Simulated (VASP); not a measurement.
```yaml
crystal:
  lattice:
    - [0.00000, 2.64033, 2.64033]
    - [2.64033, 0.00000, 2.64033]
    - [2.64033, 2.64033, 0.00000]
  atoms:
    - { symbol: Mg, position: [0.00000, 0.00000, 0.00000] }
    - { symbol: S, position: [0.50000, 0.50000, 0.50000] }
```

Computed with MS2 meta-GGA, VASP's PBE PAW potentials (set 64) (plane waves; VASP 6.6.1). Run with 520 eV cut-off, 9×9×9 Γ-centred mesh, Gaussian smearing of 0.050 eV, potentials Mg S.

**Question.** Give the stress tensor in GPa (positive for a compressed cell).

**Answer.** 
```
-4.25   0.00   0.00
 0.00  -4.25   0.00
 0.00   0.00  -4.25
```
The pressure is its mean diagonal, -4.25 GPa.

The compound is MgS in the rock salt structure. This cell is one point of a volume scan, at 1.06 of the reference volume.
